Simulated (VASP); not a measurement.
A VASP calculation is set up with these files.

**KPOINTS**
```
Automatic mesh
0
Gamma
11 11 11
0 0 0
```

**POSCAR**
```
MgO
1
    0.0000000000     2.1051808114     2.1051808114
    2.1051808114     0.0000000000     2.1051808114
    2.1051808114     2.1051808114     0.0000000000
Mg O
1 1
Direct
  0.0000000000   0.0000000000   0.0000000000
  0.5000000000   0.5000000000   0.5000000000
```

INCAR:
```
ALGO = Normal
EDIFF = 1E-6
EDIFFG = -0.02
ENCUT = 620
GGA = PS
IBRION = 2
ISIF = 3
ISMEAR = 0
LASPH = .TRUE.
LCHARG = .FALSE.
LREAL = .FALSE.
LWAVE = .FALSE.
NELM = 100
NSW = 40
PREC = Accurate
SIGMA = 0.05
SYSTEM = MgO
```

POTCAR, in this order: Mg O (PBE.64 set). Program: vasp_std.

### Question
Translate this PBEsol calculation to Ansatz.

### Answer
One equivalent input (not run):
Ansatz 0.2 input:
```yaml
crystal:
  lattice:
    - [0.0000000, 2.1051808, 2.1051808]
    - [2.1051808, 0.0000000, 2.1051808]
    - [2.1051808, 2.1051808, 0.0000000]
  atoms:
    - { symbol: Mg, position: [0.0000000, 0.0000000, 0.0000000] }
    - { symbol: O, position: [0.5000000, 0.5000000, 0.5000000] }
kpoints:
  mp_grid: { grid: [11, 11, 11] }
hamiltonian:
  xc: pbesol
  pseudopotentials: { kind: paw }
scf:
  occupations: { method: gaussian, width: 0.05 }
  max_iter: 100
relax:
  max_steps: 40
  f_tol: 0.02
  cell: {}
output: { forces: true, stress: true, eigenvalues: true }
```
What does not carry over: each code has its own PAW files, so the cut-off isn't converted (ENCUT is set for VASP's; basis.ecutwfc is left out, and Ansatz then takes the one that its files recommend); Ansatz stops its SCF on the density residual and VASP on the energy change (EDIFF).

The structure was generated: MgO was put into the rock salt type (Fm-3m), which need not be its known phase. It was relaxed first, which changed the volume by -17 %.
